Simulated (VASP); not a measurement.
Consider the following.

```xyz
3
Lattice="1.7784 -3.0804 0.0000 1.7784 3.0804 0.0000 0.0000 0.0000 5.1219" Properties=species:S:1:pos:R:3 pbc="T T T"
Pt     0.0000     0.0000     0.0000
S      1.7784     1.0268     1.2235
S      1.7784    -1.0268     3.8984
```

All values below come from r2SCAN+rVV10, VASP's PBE PAW potentials (set 64) (plane waves; VASP). Numerical set-up: 520 eV cut-off, 8×8×5 Γ-centred mesh, tetrahedra with Blöchl corrections, potentials Pt S.

The cores are frozen, which limits the accuracy of field gradients.

### Question
Give the principal components of the electric field gradient (V/Å²) and the asymmetry η at each nucleus.

### Answer

```csv
atom,Vxx,Vyy,Vzz,η
Pt1,-71.3,-71.3,142.6,0.00
S2,29.1,29.1,-58.2,0.00
S3,29.1,29.1,-58.2,0.00
```

The compound is PtS2 in the 1T layered structure. It was relaxed first.
